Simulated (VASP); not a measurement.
Shape and ions are relaxed at each volume.

Energy against volume of SnO$_{2}$ (rutile). These are PBE GGA with D4 dispersion, VASP's PBE PAW potentials (set 64) (plane waves; VASP 6.6.1) values and carry that method's errors.

```csv
V (Å³/atom),E (eV/atom)
11.628,-6.44613
11.999,-6.46866
12.370,-6.47607
12.741,-6.47097
13.112,-6.45557
```

Task: Fit a third-order Birch-Murnaghan equation of state.

Result: 
```yaml
volume_per_atom: 12.39 Å³/atom
bulk_modulus: 1780 kbar
pressure_derivative_of_the_bulk_modulus: 5.40
```

The compound is SnO2 in the rutile structure. It was relaxed first.
